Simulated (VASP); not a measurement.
```
CELL_PARAMETERS angstrom
      0.00000     2.37087     2.37087
      2.37087     0.00000     2.37087
      2.37087     2.37087     0.00000
ATOMIC_POSITIONS crystal
  Y  0.00000 0.00000 0.00000
  N  0.50000 0.50000 0.50000
```

Level of theory: LDA (Ceperley-Alder, Perdew-Zunger), VASP's LDA PAW potentials (set 64) (plane waves; VASP 6.6.1). Run with 620 eV cut-off, 13×13×13 Γ-centred mesh, first-order Methfessel-Paxton smearing of 0.10 eV, potentials Y_sv N.

Energy and stress use the plane-wave basis of the starting cell.

The ions, cell shape and volume at an external pressure of 20.0 GPa are relaxed. What does this cell relax into?

```
CELL_PARAMETERS angstrom
      0.00000     2.33826     2.33826
      2.33826     0.00000     2.33826
      2.33826     2.33826     0.00000
ATOMIC_POSITIONS crystal
  Y  0.00000 0.00000 0.00000
  N  0.50000 0.50000 0.50000
```
Space group Fm-3m (225), at a tolerance of 0.03 Å.

How do energy and volume change from the first to the last step?

The energy (σ→0) changes by +50.1 meV/atom and the volume by -4.1 %, in 4 ionic steps.

```tsv
step	E(σ→0) (eV)	max force (eV/Å)	pressure (GPa)	volume (Å³)
1	-19.8468	0.000	9.99	26.65
2	-19.3517	0.000	44.73	23.57
3	-19.7503	0.000	19.67	25.60
4	-19.7465	0.000	19.99	25.57
```

The compound is YN in the rock salt structure. This run relaxes it under an external pressure of 20 GPa. Symmetry was kept, so distortions that lower it aren't found.
